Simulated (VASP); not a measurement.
# NbVTe4 (P-6m2) in VASP: relaxation of cell and atoms with PBE

Aim: the relaxation of cell and atoms of NbVTe4 with PBE.

All numbers are computed with VASP 6.6.1; they aren't measurements. Logs are shortened: lines on timing, memory, paths and dates and some standing lists are left out, and cuts for length are marked.

## Step 1: The crystal as given

The structure is hexagonal, space group P-6m2 (No. 187). The conventional cell has a = 6.382 Å, b = 6.382 Å, c = 4.862 Å, α = 90.00°, β = 90.00°, γ = 120.00°. Nb (site symmetry -6m2) is surrounded by 6 Te at 3.02 Å. V (site symmetry -6m2) has 15 Te at 3.68 to 4.01 Å and 3 Nb at 3.68 Å as nearest neighbours. Te (site symmetry -6m2) is surrounded by 6 Te at 3.08 Å. Te (site symmetry mm2) is surrounded by 2 Nb at 3.02 Å and 6 Te at 3.08 to 3.29 Å.

The cell was built by a generator and needn't be a form met in nature.

## Step 2: Relaxation of cell and atoms, PBE, collinear spin, ferromagnetic start

INCAR

```
SYSTEM = NbVTe4
PREC = Normal ; ENCUT = 520
EDIFF = 1E-4 ; ISMEAR = 0
SIGMA = 0.15 ; LREAL = .False.
LASPH = .True. ; NELM = 60
ALGO = Fast ; ISIF = 3
LWAVE = .False. ; LCHARG = .False.
ISPIN = 2 ; MAGMOM = 0 2 0 0 0 0
LORBIT = 11 ; LMAXMIX = 4
GGA = PE ; IBRION = 2
NSW = 24 ; EDIFFG = -0.08
```

KPOINTS

```
Automatic mesh
0
Gamma
  3 3 3
  0 0 0
```

POSCAR

```
NbVTe4
1.0
    6.3820976600      0.0000000000      0.0000000000
   -3.1910488300      5.5270587000      0.0000000000
    0.0000000000      0.0000000000      4.8616584800
Nb V Te
1 1 4
Direct
    0.0000000000      0.0000000000      0.0000000000
    0.6666666700      0.3333333300      0.0000000000
    0.3333333300      0.6666666700      0.0000000000
    0.6767786700      0.8383893400      0.5000000000
    0.1616106600      0.8383893400      0.5000000000
    0.1616106600      0.3232213300      0.5000000000
```

Potentials or basis: VASP PAW PBE potentials, release 64 (Nb_sv, V_sv, Te).

The run is started by

```console
$ cat potpaw_PBE.64/Nb_sv/POTCAR potpaw_PBE.64/V_sv/POTCAR potpaw_PBE.64/Te/POTCAR > POTCAR
$ mpirun -np 1 vasp_std > vasp.out
```

OUTCAR:

```text
SYSTEM = NbVTe4
   PREC = Normal
   ENCUT = 520
   EDIFF = 1E-4
   ISMEAR = 0
   LREAL = .False.
   LASPH = .True.
   NELM = 60
   ISIF = 3
   ISPIN = 2
   LORBIT = 11
   GGA = PE
   IBRION = 2
   NSW = 24
   EDIFFG = -0.08

 ion  position               nearest neighbor table
   1  0.000  0.000  0.000-   5 3.02   5 3.02   6 3.02   6 3.02   4 3.02   4 3.02
   2  0.667  0.333  0.000-
   3  0.333  0.667  0.000-   6 3.08   6 3.08   4 3.08   4 3.08   5 3.08   5 3.08
   4  0.677  0.838  0.500-   1 3.02   1 3.02   3 3.08   3 3.08   6 3.09   5 3.09   6 3.29   5 3.29

   5  0.162  0.838  0.500-   1 3.02   1 3.02   3 3.08   3 3.08   6 3.09   4 3.09   6 3.29   4 3.29

   6  0.162  0.323  0.500-   1 3.02   1 3.02   3 3.08   3 3.08   4 3.09   5 3.09   4 3.29   5 3.29

  LATTYP: Found a hexagonal cell.
 ALAT       =     6.3820976600
 C/A-ratio  =     0.7617649774

  Lattice vectors:

 A1 = (   6.3820976600,   0.0000000000,   0.0000000000)
 A2 = (  -3.1910488300,   5.5270587000,   0.0000000000)
 A3 = (   0.0000000000,   0.0000000000,   4.8616584800)

Analysis of symmetry for initial positions (statically):
=====================================================================
 Subroutine PRICEL returns:
 Original cell was already a primitive cell.

 Routine SETGRP: Setting up the symmetry group for a
 hexagonal supercell.

 Subroutine GETGRP returns: Found 12 space group operations
 (whereof 12 operations were pure point group operations)
 out of a pool of 24 trial point group operations.

The static configuration has the point symmetry D_3h.

Analysis of symmetry for dynamics (positions and initial velocities):
=====================================================================
 Subroutine PRICEL returns:
 Original cell was already a primitive cell.

 Routine SETGRP: Setting up the symmetry group for a
 hexagonal supercell.

 Subroutine GETGRP returns: Found 12 space group operations
 (whereof 12 operations were pure point group operations)
 out of a pool of 24 trial point group operations.

The dynamic configuration has the point symmetry D_3h.

Analysis of structural, dynamic, and magnetic symmetry:
=====================================================================
 Subroutine PRICEL returns:
 Original cell was already a primitive cell.

 Routine SETGRP: Setting up the symmetry group for a
 hexagonal supercell.

 Subroutine GETGRP returns: Found 12 space group operations
 (whereof 12 operations were pure point group operations)
 out of a pool of 24 trial point group operations.

The overall configuration has the point symmetry D_3h.

 Subroutine INISYM returns: Found 12 space group operations
 (whereof 12 operations are pure point group operations),
 and found     1 'primitive' translations

----------------------------------------------------------------------------------------

                                     Primitive cell

  volume of cell :     171.4913

  direct lattice vectors                    reciprocal lattice vectors
     6.382097660  0.000000000  0.000000000     0.156688295  0.090464029  0.000000000
    -3.191048830  5.527058700  0.000000000     0.000000000  0.180928059  0.000000000
     0.000000000  0.000000000  4.861658480     0.000000000  0.000000000  0.205691125

  length of vectors
     6.382097660  6.382097657  4.861658480     0.180928058  0.180928059  0.205691125

  position of ions in fractional coordinates (direct lattice)
     0.000000000  0.000000000  0.000000000
     0.666666670  0.333333330  0.000000000
     0.333333330  0.666666670  0.000000000
     0.676778670  0.838389340  0.500000000
     0.161610660  0.838389340  0.500000000
     0.161610660  0.323221330  0.500000000

  ion indices of the primitive-cell ions
   primitive index   ion index
                 1           1
[... 104 lines left out ...]
  ext. energy  EPLUGINS =         0.00000000
  ---------------------------------------------------
  free energy    TOTEN  =       -26.39975609 eV

  energy without entropy =      -26.30898012  energy(sigma->0) =      -26.35436810

------------------------ aborting loop because EDIFF is reached ----------------------------------------

  FORCE on cell =-STRESS in cart. coord.  units (eV):
  Direction    XX          YY          ZZ          XY          YZ          ZX
  --------------------------------------------------------------------------------------
  -------------------------------------------------------------------------------------
  Total       -1.4115865     -1.4115865      1.9531423      0.0000000      0.0000000      0.0000000
  in kB      -13.1879142    -13.1879142     18.2474631      0.0000000      0.0000000      0.0000000
  external PRESSURE =      -2.7094551 kB  Pullay stress =       0.0000000 kB

 VOLUME and BASIS-vectors are now :
 -----------------------------------------------------------------------------
  energy-cutoff  :      520.00
  volume of cell :      171.49
      direct lattice vectors                 reciprocal lattice vectors
     6.382097660  0.000000000  0.000000000     0.156688295  0.090464029  0.000000000
    -3.191048830  5.527058700  0.000000000     0.000000000  0.180928059  0.000000000
     0.000000000  0.000000000  4.861658480     0.000000000  0.000000000  0.205691125

 POSITION                                       TOTAL-FORCE (eV/Angst)
 -----------------------------------------------------------------------------------
      0.00000      0.00000      0.00000         0.000000     -0.000000     -0.000000
      3.19105      1.84235      0.00000        -0.000000      0.000000     -0.000000
     -0.00000      3.68471      0.00000         0.000000      0.000000     -0.000000
      1.64393      4.63383      2.43083         0.862065      0.497713      0.000000
     -1.64393      4.63383      2.43083        -0.862065      0.497713      0.000000
     -0.00000      1.78646      2.43083         0.000000     -0.995427     -0.000000
 -----------------------------------------------------------------------------------
    total drift:                               -0.000026      0.000015     -0.000000

  FREE ENERGIE OF THE ION-ELECTRON SYSTEM (eV)
  ---------------------------------------------------
  free  energy   TOTEN  =       -26.3997560870 eV

  energy  without entropy=      -26.3089801178  energy(sigma->0) =      -26.35436810

--------------------------------------- Ionic step        2  -------------------------------------------

 number of electron      50.0000056 magnetization       3.8265525

 Free energy of the ion-electron system (eV)
  ---------------------------------------------------
  ext. energy  EPLUGINS =         0.00000000
  ---------------------------------------------------
  free energy    TOTEN  =       -26.50940696 eV

  energy without entropy =      -26.42012236  energy(sigma->0) =      -26.46476466

 E-fermi :   7.1980     XC(G=0):  -9.7715

 val. band max:        7.1589622207   @ k =   0.3333   0.3333   0.0000
 cond. band min:       7.2251435809   @ k =   0.3333   0.0000   0.0000
 fundamental gap:      0.0661813602
 Fermi energy:         7.1979755095

 spin component 1

 k-point     1 :       0.0000    0.0000    0.0000
  band No.  band energies     occupation
      1     -57.6227      1.00000
      2     -48.2391      1.00000
      3     -31.5378      1.00000
      4     -31.5378      1.00000
      5     -31.4889      1.00000
      6     -24.2947      1.00000
[... 193 lines left out ...]
     30       7.6576      0.00001
     31       8.2945      0.00000
 Fermi energy:         7.1979755095

 spin component 2

 k-point     1 :       0.0000    0.0000    0.0000
  band No.  band energies     occupation
      1     -54.6480      1.00000
      2     -48.2589      1.00000
      3     -28.6642      1.00000
      4     -28.6642      1.00000
      5     -28.3676      1.00000
      6     -24.3203      1.00000
[... 193 lines left out ...]
     30       9.7196      0.00000
     31       9.7786      0.00000

------------------------ aborting loop because EDIFF is reached ----------------------------------------

  FORCE on cell =-STRESS in cart. coord.  units (eV):
  Direction    XX          YY          ZZ          XY          YZ          ZX
  --------------------------------------------------------------------------------------
  -------------------------------------------------------------------------------------
  Total        0.1275271      0.1275271      0.4183667      0.0000000      0.0000000      0.0000000
  in kB        1.2001027      1.2001027      3.9370704      0.0000000      0.0000000      0.0000000
  external PRESSURE =       2.1124253 kB  Pullay stress =       0.0000000 kB

 VOLUME and BASIS-vectors are now :
 -----------------------------------------------------------------------------
  energy-cutoff  :      520.00
  volume of cell :      170.25
      direct lattice vectors                 reciprocal lattice vectors
     6.309662256  0.000000000  0.000000000     0.158487088  0.091502563 -0.000000000
    -3.154831128  5.464327800  0.000000000     0.000000000  0.183005126 -0.000000000
     0.000000000  0.000000000  4.938006587     0.000000000 -0.000000000  0.202510868

 POSITION                                       TOTAL-FORCE (eV/Angst)
 -----------------------------------------------------------------------------------
      3.15483      5.46433      4.93801         0.000000      0.000000      0.000000
      3.15483      1.82144      4.93801         0.000000     -0.000000      0.000000
     -0.00000      3.64289      4.93801         0.000000      0.000000      0.000000
      1.66638      4.60497      2.46900         0.015179      0.008764      0.000000
     -1.66638      4.60497      2.46900        -0.015179      0.008764      0.000000
     -0.00000      1.71871      2.46900        -0.000000     -0.017528     -0.000000
 -----------------------------------------------------------------------------------
    total drift:                               -0.000026      0.000015      0.000000

  FREE ENERGIE OF THE ION-ELECTRON SYSTEM (eV)
  ---------------------------------------------------
  free  energy   TOTEN  =       -26.5094069599 eV

  energy  without entropy=      -26.4201223589  energy(sigma->0) =      -26.46476466

 reached required accuracy - stopping structural energy minimisation

 total charge

# of ion       s       p       d       tot
------------------------------------------
    1        2.126   5.943   2.443  10.512
    2        2.156   5.998   3.077  11.231
    3        1.440   1.797   0.062   3.299
    4        1.437   1.818   0.083   3.339
    5        1.437   1.818   0.083   3.339
    6        1.437   1.818   0.083   3.339
--------------------------------------------------
tot         10.034  19.193   5.832  35.059

 magnetization (x)

# of ion       s       p       d       tot
------------------------------------------
    1        0.004   0.003  -0.028  -0.021
    2        0.076   0.019   2.947   3.042
    3        0.004  -0.012   0.003  -0.005
    4        0.001  -0.018   0.001  -0.016
    5        0.001  -0.018   0.001  -0.016
    6        0.001  -0.018   0.001  -0.016
--------------------------------------------------
tot          0.088  -0.044   2.925   2.969
```

Wall time 1.7 min (1 thread of Intel Xeon Platinum 8375C at 2.90GHz (Ice Lake), shared host); peak memory 0.25 GiB.

Results:

| Quantity | Value |
| --- | --- |
| Free energy | -26.5094 eV |
| Relaxed volume | 28.38 Å³/atom |
| Relaxed cell | a = 6.310 Å, b = 6.310 Å, c = 4.938 Å, α = 90.00°, β = 90.00°, γ = 120.00° |
| Space group after relaxing (to 0.05 Å) | P-6m2 (No. 187) |
| Energy gained by relaxing | 18.3 meV/atom |
| Ionic steps | 2 |
| Pressure after relaxing | 0.2 GPa |
| Largest force after relaxing | 0.018 eV/Å |
| Band gap on the k mesh | none (metal or under the smearing width) |
| Net moment | 3.83 μB per cell |
| Site moments | Nb -0.02; V +3.04; Te -0.01, -0.02 μB |
| Valence electrons inside the program's atomic spheres | Nb 10.51; V 11.23; Te 3.30, 3.34 |

Forces in eV/Å, atoms in the order of the input:
```
Nb   0.000  0.000  0.000
V    0.000  0.000  0.000
Te   0.000  0.000  0.000
Te   0.015  0.009  0.000
Te  -0.015  0.009  0.000
Te   0.000 -0.018  0.000
```

Step by step:
```
step  energy change (eV)  largest force (eV/Å)  pressure (GPa)  volume (Å³)
   1              0.0000                0.9954           -0.27       171.49
   2             -0.1097                0.0175            0.21       170.25
```

Final structure:
```
Nb V Te
1.0
     6.30966    0.00000    0.00000
    -3.15483    5.46433    0.00000
     0.00000    0.00000    4.93801
Nb V Te
1 1 4
Cartesian
  3.1548 5.4643 4.9380
  3.1548 1.8214 4.9380
  0.0000 3.6429 4.9380
  1.6664 4.6050 2.4690
  -1.6664 4.6050 2.4690
  0.0000 1.7187 2.4690
```

Levels at points of the mesh, in eV from the Fermi level:
Spin up:
| k point | band 23 | band 24 | band 25 | band 26 | band 27 | band 28 | band 29 | band 30 | band 31 |
| --- | --- | --- | --- | --- | --- | --- | --- | --- | --- |
| (0.00, 0.00, 0.00) | -0.50 | -0.46 | -0.46 | -0.28 | -0.28 | 0.60 | 0.60 | 1.53 | 1.65 |
Spin down:
| k point | band 21 | band 22 | band 23 | band 24 | band 25 | band 26 |
| --- | --- | --- | --- | --- | --- | --- |
| (0.00, 0.00, 0.00) | -1.33 | -0.54 | 0.29 | 0.29 | 1.33 | 1.47 |

Caveat: the k mesh is coarse (spacing up to 0.43 Å⁻¹), so the values aren't converged; the relaxation stopped at a loose force limit of 0.08 eV/Å, so its end isn't a converged minimum. The run has no spin-orbit coupling, so splittings on Te are missing.
